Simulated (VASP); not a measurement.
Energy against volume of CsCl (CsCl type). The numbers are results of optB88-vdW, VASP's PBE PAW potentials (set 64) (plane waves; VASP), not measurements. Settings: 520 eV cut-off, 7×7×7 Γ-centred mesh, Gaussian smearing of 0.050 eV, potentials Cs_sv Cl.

```json
[
 {"V (Å³/atom)": "33.474", "E (eV/atom)": "-1.16922"},
 {"V (Å³/atom)": "34.509", "E (eV/atom)": "-1.17186"},
 {"V (Å³/atom)": "35.544", "E (eV/atom)": "-1.17048"},
 {"V (Å³/atom)": "36.580", "E (eV/atom)": "-1.16577"}
]
```

Question: Fit these four points and predict the energy of the run at 32.438 Å³/atom.

Answer: A cubic in V^(−2/3), the third-order Birch-Murnaghan form, passes through the four points with V0 = 34.64 Å³/atom and B0 = 20 GPa, and gives -1.1617 eV/atom there. The run gave -1.1618 eV/atom, -0.1 meV/atom from the fit; all five points give B0 = 20 GPa.

The compound is CsCl in the CsCl type structure. It was relaxed first.
